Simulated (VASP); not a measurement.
Given:

```yaml
crystal:
  lattice:
    - [3.58717, 0.00000, 0.00000]
    - [-1.79359, 3.10658, 0.00000]
    - [0.00000, 0.00000, 5.87922]
  atoms:
    - { symbol: Zn, position: [0.00000, 0.00000, 0.00000] }
    - { symbol: Zn, position: [0.00000, 0.00000, 0.50000] }
    - { symbol: S, position: [0.33333, 0.66667, 0.25000] }
    - { symbol: S, position: [0.66667, 0.33333, 0.75000] }
```

The numbers are results of r2SCAN meta-GGA, VASP's PBE PAW potentials (set 64) (plane waves; VASP), not measurements. Numerical set-up: 400 eV cut-off, 8×8×4 Γ-centred mesh, tetrahedra with Blöchl corrections, potentials Zn S.

The path is coarsely sampled, so an indirect gap can come out somewhat too large.

### Question
Give the energies of bands 8 to 21 at the high-symmetry points, in eV from the valence-band maximum.

### Answer

```
band      Γ      M      K      A      L      H
----  -----  -----  -----  -----  -----  -----
8     -6.50  -6.37  -6.32  -6.69  -6.62  -6.59
9     -6.50  -6.33  -6.32  -6.41  -6.35  -6.39
10    -6.50  -6.26  -6.25  -6.41  -6.35  -6.39
11    -6.29  -6.15  -6.25  -6.41  -6.30  -6.08
12    -6.29  -6.05  -6.15  -6.41  -6.30  -6.08
13    -5.31  -4.95  -5.67  -3.82  -5.51  -5.17
14    -0.72  -4.69  -3.78  -3.82  -5.51  -5.17
15    -0.72  -3.85  -2.82  -0.37  -1.56  -4.24
16    -0.63  -2.61  -2.82  -0.37  -1.56  -4.24
17    -0.11  -1.98  -2.51  -0.37  -1.52  -0.41
18    -0.11  -0.12  -2.51  -0.37  -1.52  -0.41
19     2.27   2.93   0.81   4.33   2.55   4.20
20     4.26   3.88   6.63   4.33   2.55   4.20
21     7.20   4.64   8.04   7.36   5.97   5.03
```

The gap is indirect, 0.81 eV, from the valence maximum at Γ-M at 0.40 to the conduction minimum at K.

The structure was generated: ZnS was put into the NiAs type type (P6_3/mmc), which need not be its known phase. It was relaxed first, which changed the volume by +15 %.
